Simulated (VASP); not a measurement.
# Li(111): what the settings do to the level below the vacuum, part 5 of 5

How far does the level below the vacuum of Li(111) depend on the numerical settings, and how far on the functional?

VASP 6.6.1, plane waves and PAW; the level of theory is named at each step.

So far, highest filled level below the vacuum (eV): step 2 (the base run, PBEsol) 2.78; step 12 (a lower cutoff, ENCUT 280, PBEsol) 2.78; step 13 (another smearing width, SIGMA 0.02, PBEsol) 2.75; step 14 (another smearing width, SIGMA 0.4, PBEsol) 2.89; step 16 (another level, functional LDA, disp none) 2.84.

## Step 19: Another level, functional optB88-vdW, disp nonlocal

This step: optB88-vdW; plane waves and PAW (Li) (VASP 6.6.1).

INCAR

```
SYSTEM = Li
PREC = Normal
ENCUT = 350
EDIFF = 1E-06
NELM = 120
ISMEAR = 1
SIGMA = 0.1
LREAL = .FALSE.
ALGO = Normal
GGA = BO
AGGAC = 0
LUSE_VDW = .TRUE.
PARAM1 = 0.1833333333
PARAM2 = 0.22
LASPH = .TRUE.
NBANDS = 16
LORBIT = 11
LWAVE = .FALSE.
LCHARG = .FALSE.
KPAR = 4
IDIPOL = 3
LDIPOL = .TRUE.
DIPOL = 0.5 0.5 0.5
LVHAR = .TRUE.
LVACPOTAV = .TRUE.
```

POSCAR

```
Li
1.0
    4.9356053327      0.0000000000      0.0000000000
    2.4678026663      4.2743596012      0.0000000000
    0.0000000000      0.0000000000     28.0747621974
Li
11
Direct
    0.6666666667      0.6666666667      0.3205726174
    0.0000000000      0.0000000000      0.3564580939
    0.3333333333      0.3333333333      0.3923435704
    0.6666666667      0.6666666667      0.4282290470
    0.0000000000      0.0000000000      0.4641145235
    0.3333333333      0.3333333333      0.5000000000
    0.6666666667      0.6666666667      0.5358854765
    0.0000000000      0.0000000000      0.5717709530
    0.3333333333      0.3333333333      0.6076564296
    0.6666666667      0.6666666667      0.6435419061
    0.0000000000      0.0000000000      0.6794273826
```

KPOINTS

```
Automatic mesh
0
Gamma
6 6 1
0 0 0
```

Potentials, in the order of the species: Li (PBE family, release 64).

Command:

```
mpirun -np 4 vasp_std
```

What it wrote:

```text
[banner, memory and clock lines left out]
running    4 mpi-ranks, on    1 nodes
[...]
|                                                                             |
|               ----> ADVICE to this user running VASP <----                  |
|                                                                             |
|     You have switched on vdW-DFT.                                           |
|     This routine was written and supplied by Jiri Klimes. We recommend      |
|     that you carefully read and cite the following publications:            |
|       J. Klimes, D.R. Bowler, A. Michelides                                 |
|          J. Phys.: Cond Matt. 22 022201 (2010)                              |
|       J. Klimes, D.R. Bowler, A. Michelides                                 |
|          Phys. Rev. B. 83, 195131 (2011)                                    |
|     and references therein.                                                 |
|                                                                             |

 [... a notice as in an earlier step ...]

 LDA part: xc-table for (Slater+PW92), standard interpolation
 POSCAR, INCAR and KPOINTS ok, starting setup
[...]
entering main loop
       N       E                     dE             d eps       ncg     rms          rms(c)
DAV:   1    -0.499322115868E+00   -0.49932E+00   -0.18277E+03   224   0.274E+02
DAV:   2    -0.162394077641E+02   -0.15740E+02   -0.14525E+02   344   0.433E+01
DAV:   3    -0.171645875583E+02   -0.92518E+00   -0.91475E+00   304   0.107E+01
DAV:   4    -0.172085323724E+02   -0.43945E-01   -0.43938E-01   352   0.269E+00
[...]
DAV:  19    -0.150449167388E+02   -0.25640E-04   -0.16381E-05   232   0.972E-03    0.322E-04
DAV:  20    -0.150449269636E+02   -0.10225E-04   -0.43309E-06   240   0.461E-03    0.235E-04
DAV:  21    -0.150449273251E+02   -0.36151E-06   -0.34714E-06   224   0.373E-03
 [... a notice as in an earlier step ...]

   1 F= -.15044927E+02 E0= -.15044880E+02  d E =-.141039E-03
```

Wall time 2 min (4 MPI ranks of Intel Xeon 6975P-C (Granite Rapids), shared host); peak memory 2.5 GiB.

Parts of OUTCAR (step 19):

```text
  Total       -1.3400862     -1.3400862     -1.3400196      0.0000000     -0.0000000      0.0000000
  in kB       -3.6250645     -3.6250645     -3.6248845      0.0000000     -0.0000000      0.0000000
  external PRESSURE =      -3.6250045 kB  Pullay stress =       0.0000000 kB

 POSITION                                       TOTAL-FORCE (eV/Angst)
 -----------------------------------------------------------------------------------
      4.93561      2.84957      9.00000         0.000000      0.000000      0.063061
      0.00000      0.00000     10.00748        -0.000000     -0.000000      0.201257
      2.46780      1.42479     11.01495        -0.000000     -0.000000     -0.096470
      4.93561      2.84957     12.02243         0.000000      0.000000     -0.094084
      0.00000      0.00000     13.02990        -0.000000     -0.000000      0.019073
      2.46780      1.42479     14.03738        -0.000000     -0.000000     -0.000000
      4.93561      2.84957     15.04486        -0.000000      0.000000     -0.019073
      0.00000      0.00000     16.05233        -0.000000     -0.000000      0.094084
      2.46780      1.42479     17.05981         0.000000     -0.000000      0.096470
      4.93561      2.84957     18.06729         0.000000      0.000000     -0.201257
      0.00000      0.00000     19.07476        -0.000000     -0.000000     -0.063061
 -----------------------------------------------------------------------------------
    total drift:                                0.000000      0.000000     -0.000000

  FREE ENERGIE OF THE ION-ELECTRON SYSTEM (eV)
  ---------------------------------------------------
  free  energy   TOTEN  =       -15.0449273251 eV

  energy  without entropy=      -15.0447862859  energy(sigma->0) =      -15.04488031

[... 2 parts as in an earlier step ...]

[... 1 further part left out ...]
[key lines of the parts left out:]
E-fermi :  -1.4920
```

Against the base run its depth below the vacuum changes by +0.08 eV.

## Step 20: Another level, functional r2SCAN, disp none

This step: r2SCAN; plane waves and PAW (Li) (VASP 6.6.1).

INCAR, as its differences from that of step 19:

```diff
@@ -9,7 +9,3 @@
 ALGO = Normal
-GGA = BO
-AGGAC = 0
-LUSE_VDW = .TRUE.
-PARAM1 = 0.1833333333
-PARAM2 = 0.22
+METAGGA = R2SCAN
 LASPH = .TRUE.
```

POSCAR is that of step 19.

KPOINTS is that of step 19.

Command:

```
mpirun -np 4 vasp_std
```

What it wrote:

```text
[banner, memory and clock lines left out]
running    4 mpi-ranks, on    1 nodes
[...]
[... a notice as in an earlier step ...]

 LDA part: xc-table for (None), standard interpolation
 POSCAR, INCAR and KPOINTS ok, starting setup
[...]
entering main loop
       N       E                     dE             d eps       ncg     rms          rms(c)
DAV:   1    -0.980562913583E+01   -0.98056E+01   -0.18826E+03   224   0.279E+02
DAV:   2    -0.255502402829E+02   -0.15745E+02   -0.14486E+02   336   0.438E+01
DAV:   3    -0.264360206604E+02   -0.88578E+00   -0.87573E+00   304   0.108E+01
DAV:   4    -0.264754461533E+02   -0.39425E-01   -0.39422E-01   352   0.267E+00
[...]
DAV:  19    -0.242585230267E+02   -0.23698E-05   -0.24372E-06   304   0.816E-03    0.477E-04
DAV:  20    -0.242585484425E+02   -0.25416E-04   -0.50591E-06   240   0.906E-03    0.245E-04
DAV:  21    -0.242585490909E+02   -0.64840E-06   -0.15556E-07   280   0.249E-03
 [... a notice as in an earlier step ...]

   1 F= -.24258549E+02 E0= -.24258010E+02  d E =-.161715E-02
```

Wall time 27 s (4 MPI ranks); peak memory 1.1 GiB.

From OUTCAR (step 20):

```text
  Total       -0.6722583     -0.6722583     -0.7764350      0.0000000      0.0000000      0.0000000
  in kB       -1.8185246     -1.8185246     -2.1003328      0.0000000      0.0000000      0.0000000
  external PRESSURE =      -1.9124606 kB  Pullay stress =       0.0000000 kB

 POSITION                                       TOTAL-FORCE (eV/Angst)
 -----------------------------------------------------------------------------------
      4.93561      2.84957      9.00000        -0.000000      0.000000      0.010715
      0.00000      0.00000     10.00748         0.000000      0.000000      0.201237
      2.46780      1.42479     11.01495        -0.000000     -0.000000     -0.103291
      4.93561      2.84957     12.02243         0.000000      0.000000     -0.085604
      0.00000      0.00000     13.02990        -0.000000      0.000000      0.013132
      2.46780      1.42479     14.03738        -0.000000      0.000000      0.000000
      4.93561      2.84957     15.04486        -0.000000      0.000000     -0.013132
      0.00000      0.00000     16.05233        -0.000000     -0.000000      0.085604
      2.46780      1.42479     17.05981         0.000000      0.000000      0.103291
      4.93561      2.84957     18.06729         0.000000      0.000000     -0.201237
      0.00000      0.00000     19.07476        -0.000000      0.000000     -0.010715
 -----------------------------------------------------------------------------------
    total drift:                                0.000000      0.000000     -0.000000

  FREE ENERGIE OF THE ION-ELECTRON SYSTEM (eV)
  ---------------------------------------------------
  free  energy   TOTEN  =       -24.2585490909 eV

  energy  without entropy=      -24.2569319366  energy(sigma->0) =      -24.25801004

[... 2 parts as in an earlier step ...]

[... 1 further part left out ...]
[key lines of the parts left out:]
E-fermi :  -1.3879
```

Against the base run its depth below the vacuum changes by -0.06 eV.

## Step 21: The series together

Times are for 4 MPI ranks of Intel Xeon 6975P-C (Granite Rapids), shared host. Results by setting:

```csv
no.,functional,highest filled level below the vacuum (eV),time,memory (GiB)
1,LDA,2.842,8.2 s,0.84
2,PBE,2.755,10 s,1.0
3,RPBE,2.713,10 s,1.0
4,optB88-vdW,2.862,2 min,2.5
5,r2SCAN,2.719,27 s,1.1
```

## Step 22: All runs together

This step: slab, study of settings, base PBEsol; plane waves and PAW (VASP 6.6.1).

This step runs nothing: it gathers the runs above.

Numbers from this step:

```
highest filled level below the vacuum : 2.778 eV
```

Energies of other functionals are not comparable and are left out. All runs:

```csv
change from the base run,level below the vacuum (eV),shift (eV),energy change (meV/atom),core seconds
base,2.778,0,0,44.8
mesh 3 x 3,2.986,0.208,2.6,19.2
mesh 3 x 3,2.986,0.208,2.6,16.8
mesh 9 x 9,2.861,0.084,0.1,49.6
vacuum 5 A,-,-,-2.5,17.6
vacuum 8 A,-,-,0.5,21.6
vacuum 24 A,2.777,0,0,52.8
cutoff 210 eV,2.777,-0.001,0.8,20
cutoff 280 eV,2.778,0,0,28
smearing 0.02 eV,2.749,-0.029,0.2,42.4
smearing 0.4 eV,2.888,0.11,0,40.8
LDA,2.842,0.064,-,32.8
PBE,2.755,-0.023,-,40
RPBE,2.713,-0.065,-,40
optB88-vdW,2.862,0.084,-,492
r2SCAN,2.719,-0.059,-,108
```

## Step 23: What came out

```yaml
highest_filled_level_below_the_vacuum: 2.78 eV
```

What this shows: The base run puts the highest filled level 2.78 eV below the vacuum at the upper face. Among the meshes tried the largest shift is 0.21 eV (mesh 3 x 3, at 0.43 times the cost). The vacuum widths shift it by about 0.01 eV or less. The lower cutoffs shift it by about 0.01 eV or less. Among the smearing widths the largest shift is 0.11 eV (smearing 0.4 eV, at 0.91 times the cost). With vacuum 5 A and vacuum 8 A the program printed no vacuum level, so no level is given there, and the line on vacuum widths holds for the others alone. The densest mesh still moves the level by 0.08 eV, so the base mesh is converged no better than that. The functionals span 0.15 eV, from RPBE to optB88-vdW. The program warns that it found no field-free region at its default tolerance, also in runs whose level could not be checked against a flat part of the potential; that adds doubt to those levels. The thickness of the slab was not varied, and the small cell can't reconstruct. Costs come from a shared host, and the base run also writes a finer density of states, so small ratios mean little. All runs hold the atoms as cut and share one family of PAW data sets, so relaxation and each functional's own lattice are left out. LASPH is on in the runs with optB88-vdW and r2SCAN and off in those with LDA, PBE, PBEsol and RPBE, so these rows differ in more than the functional.

[Lines on the potential files, build, host, timing and source positions are cut from VASP's logs without a mark.]

[Logs are printed without paths, hosts, clocks, repeated set-up lines and the standing remarks that a program may print on its own settings, such as how far it seeks lower states.]

[Hosts, paths, dates, database ids (printed as entryN), source tags and the programs' standing remarks are cut or masked in the printed files.]

[In band tables of VASP the shares of atoms and orbitals are scaled to a sum of 1 inside the atoms' spheres.]

[Runs that stopped without an error message from VASP are left out.]
